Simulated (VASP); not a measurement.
Data:

```
CELL_PARAMETERS angstrom
      3.22219     0.00000     0.00000
      0.00000     3.22219     0.00000
      0.00000     0.00000     3.22219
ATOMIC_POSITIONS crystal
  Zr 0.00000 0.00000 0.00000
  P  0.50000 0.50000 0.50000
```

Level of theory: PBEsol GGA, VASP's PBE PAW potentials (set 64) (plane waves; VASP). Run with 400 eV cut-off, Gaussian smearing of 0.050 eV, potentials Zr_sv P.

Q: Give the energies of bands 6 to 11 at the high-symmetry points, in eV from the Fermi level.

A: 
```json
[
 {"band": "6", "Γ": "-1.96", "X": "-6.40", "M": "-3.57", "R": "-5.39"},
 {"band": "7", "Γ": "-1.96", "X": "-1.42", "M": "-3.57", "R": "-5.39"},
 {"band": "8", "Γ": "0.49", "X": "-1.42", "M": "-1.48", "R": "-5.39"},
 {"band": "9", "Γ": "0.49", "X": "-0.71", "M": "1.22", "R": "4.33"},
 {"band": "10", "Γ": "0.49", "X": "4.00", "M": "1.22", "R": "4.33"},
 {"band": "11", "Γ": "3.40", "X": "4.98", "M": "1.79", "R": "4.33"}
]
```

It has no gap at this level: it comes out as a metal or semimetal.

The structure was generated: ZrP was put into the CsCl type type (Pm-3m), which need not be its known phase. It was relaxed first, which changed the volume by -32 %. The electron count is odd and the run is not spin-polarised, which forces a metal.
